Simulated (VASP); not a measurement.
Crystal: Bi3SbO3.

```xyz
7
Lattice="4.0000 0.0000 0.0000 0.0000 4.0000 0.0000 0.0000 0.0000 9.0000" Properties=species:S:1:pos:R:3 pbc="T T T"
Sb    0.0000    0.0000    3.7800
Bi    2.0000    2.0000    1.2600
Bi    0.0000    0.0000    7.7400
Bi    2.0000    2.0000    4.5000
O     0.0000    2.0000    0.0000
O     2.0000    0.0000    0.0000
O     2.0000    2.0000    6.6600
```

The cell was built by a generator and needn't be a form met in nature.

* Program: VASP 6.6.1
* Task: relaxation of cell and atoms
* Functional: PBE
* Potentials or basis: VASP PAW PBE potentials, release 64 (Sb, Bi_d, O)
* Cutoff: 520 eV
* k mesh: 4 × 4 × 2
* Occupations: gaussian, width 0.15 eV
* Spin: no spin polarisation

At the start: pressure 2.7 GPa; volume 20.57 Å³/atom.

**Question.** Where does the relaxation end?

**Answer.** Over 23 steps the energy falls by 125.0 meV/atom and the volume is 20.95 Å³/atom (+1.8 %); space group P4mm (No. 99, to 0.05 Å).

The path:
| step | energy change (eV) | largest force (eV/Å) | pressure (GPa) | volume (Å³) |
| --- | --- | --- | --- | --- |
| 1 | 0.0000 | 2.2059 | 2.71 | 144.00 |
| 2 | -0.3060 | 1.4372 | -0.50 | 151.34 |
| 3 | -0.3062 | 1.4038 | -0.70 | 151.19 |
| 4 | -0.4762 | 0.9256 | -0.80 | 151.67 |
| 5 | -0.5794 | 0.5501 | -0.81 | 152.28 |
| 6 | -0.5857 | 0.7950 | -0.81 | 152.45 |
| 7 | -0.6921 | 0.6670 | -0.13 | 149.51 |
| 8 | -0.7705 | 0.6011 | 1.71 | 143.91 |
| 9 | -0.7736 | 0.5386 | 1.40 | 145.06 |
| 10 | -0.8144 | 0.5255 | -0.77 | 146.78 |
| 11 | -0.8156 | 0.5209 | -0.47 | 146.51 |
| 12 | -0.8156 | 0.4940 | -0.54 | 146.58 |
| 13 | -0.8157 | 0.5187 | -0.61 | 146.54 |
| 14 | -0.8369 | 0.3628 | 0.09 | 145.37 |
| 15 | -0.8384 | 0.5461 | 0.50 | 144.91 |
| 16 | -0.8553 | 0.3452 | 0.36 | 145.13 |
| 17 | -0.8607 | 0.2344 | 0.22 | 145.30 |
| 18 | -0.8664 | 0.1599 | 0.06 | 145.83 |
| 19 | -0.8683 | 0.2027 | -0.04 | 146.11 |
| 20 | -0.8693 | 0.2648 | -0.16 | 146.68 |
| 21 | -0.8726 | 0.1380 | -0.19 | 146.76 |
| 22 | -0.8734 | 0.1068 | -0.08 | 146.81 |
| 23 | -0.8747 | 0.0614 | -0.08 | 146.64 |

Final structure:
```
Sb Bi O
1.0
     3.93024    0.00000    0.00000
     0.00000    3.93024    0.00000
     0.00000    0.00000    9.49321
Sb Bi O
1 3 3
Direct
  0.00000 0.00000 0.37222
  0.50000 0.50000 0.12748
  0.00000 0.00000 0.86166
  0.50000 0.50000 0.53551
  0.00000 0.50000 0.99966
  0.50000 0.00000 0.99966
  0.50000 0.50000 0.76381
```

Caveat: the k mesh is coarse (spacing up to 0.39 Å⁻¹), so the values aren't converged.
